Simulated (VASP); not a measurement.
The input files of a VASP run:

### KPOINTS
```
Automatic mesh
0
Gamma
9 9 9
0 0 0
```

**POSCAR**
```
YB
1
    0.0000000000     2.6816900000     2.6816900000
    2.6816900000     0.0000000000     2.6816900000
    2.6816900000     2.6816900000     0.0000000000
B Y
1 1
Direct
  0.0000000000   0.0000000000   0.0000000000
  0.5000000000   0.5000000000   0.5000000000
```

INCAR:
```
SYSTEM = YB
PREC = Accurate
ENCUT = 520
EDIFF = 1E-6
NELM = 60
ALGO = Normal
LREAL = .FALSE.
LASPH = .TRUE.
ISMEAR = 1
SIGMA = 0.1
GGA = PE
LMAXMIX = 4
LWAVE = .FALSE.
LCHARG = .FALSE.
ISIF = 2
```

POTCAR, in this order: Y_sv B (PBE.64 set). Program: vasp_std.

The resulting files:

### standard output
```
 POSCAR found type information on POSCAR B Y
 POSCAR found :  2 types and       2 ions
 Reading from existing POTCAR
 Reading from existing POTCAR
 WARNING: type information on POSCAR and POTCAR are incompatible
 POTCAR overwrites the type information in POSCAR
 typ   1 type information:  B  Y
 WARNING: type information on POSCAR and POTCAR are incompatible
 POTCAR overwrites the type information in POSCAR
 typ   2 type information:  Y  B
 LDA part: xc-table for (Slater+PW92), standard interpolation
 POSCAR, INCAR and KPOINTS ok, starting setup
 WAVECAR not read
 entering main loop
       N       E                     dE             d eps       ncg     rms          rms(c)
DAV:   1     0.315464995234E+02    0.31546E+02   -0.71217E+03   778   0.120E+03
DAV:   2    -0.117160683725E+02   -0.43263E+02   -0.41738E+02   935   0.209E+02
DAV:   3    -0.135534334693E+02   -0.18374E+01   -0.17896E+01  1114   0.308E+01
DAV:   4    -0.136407835708E+02   -0.87350E-01   -0.87272E-01  1082   0.579E+00
DAV:   5    -0.136416823326E+02   -0.89876E-03   -0.89873E-03  1057   0.599E-01    0.293E+01
DAV:   6    -0.125558069694E+02    0.10859E+01   -0.30925E+00   859   0.960E+00    0.220E+01
DAV:   7    -0.125349141482E+02    0.20893E-01   -0.60844E-01  1166   0.476E+00    0.956E+00
DAV:   8    -0.125315139971E+02    0.34002E-02   -0.85027E-02   901   0.196E+00    0.947E-01
DAV:   9    -0.125300087192E+02    0.15053E-02   -0.88989E-03   953   0.498E-01    0.290E-01
DAV:  10    -0.125299475561E+02    0.61163E-04   -0.65603E-04   948   0.253E-01    0.826E-02
DAV:  11    -0.125299540917E+02   -0.65355E-05   -0.54981E-05  1162   0.606E-02    0.533E-02
DAV:  12    -0.125299509212E+02    0.31705E-05   -0.11976E-05   907   0.297E-02    0.970E-03
DAV:  13    -0.125299509973E+02   -0.76111E-07   -0.35695E-07   496   0.638E-03
   1 F= -.12529951E+02 E0= -.12530265E+02  d E =0.943049E-03
```

**OUTCAR**
```
------------------------ aborting loop because EDIFF is reached ----------------------------------------
  FORCE on cell =-STRESS in cart. coord.  units (eV):
  Direction    XX          YY          ZZ          XY          YZ          ZX
  --------------------------------------------------------------------------------------
  Total       -0.2025132     -0.2025132     -0.2025132      0.0000000      0.0000000      0.0000000
  in kB       -8.4121729     -8.4121729     -8.4121729      0.0000000      0.0000000      0.0000000
  external PRESSURE =      -8.4121729 kB  Pullay stress =       0.0000000 kB
  volume of cell :       38.57
      direct lattice vectors                 reciprocal lattice vectors
     0.000000000  2.681690000  2.681690000    -0.186449590  0.186449590  0.186449590
     2.681690000  0.000000000  2.681690000     0.186449590 -0.186449590  0.186449590
     2.681690000  2.681690000  0.000000000     0.186449590  0.186449590 -0.186449590
 POSITION                                       TOTAL-FORCE (eV/Angst)
 -----------------------------------------------------------------------------------
      0.00000      0.00000      0.00000        -0.000000     -0.000000      0.000000
      2.68169      2.68169      2.68169         0.000000      0.000000     -0.000000
 -----------------------------------------------------------------------------------
    total drift:                               -0.000000      0.000000      0.000000
  FREE ENERGIE OF THE ION-ELECTRON SYSTEM (eV)
  ---------------------------------------------------
  free  energy   TOTEN  =       -12.5299509973 eV

  energy  without entropy=      -12.5308940461  energy(sigma->0) =      -12.53026535
```
(Selected blocks of OUTCAR.)

Question: From input and log, find the fault in this run and mend it.

Answer: The cause: POTCAR lists the elements in another order than POSCAR. The run ends without an error. Against the sound run, the pressure hardly moves. To mend it, use POTCAR B Y_sv of the PBE.64 set.

The mended run (PBE GGA, plane waves, VASP's PBE PAW potentials (set 64)) converges, and its OSZICAR ends with
```
   1 F= -.12529951E+02 E0= -.12530265E+02  d E =0.943045E-03
```

The structure was generated: YB was put into the rocksalt type (Fm-3m), which need not be its known phase. The cell was not relaxed at this level.
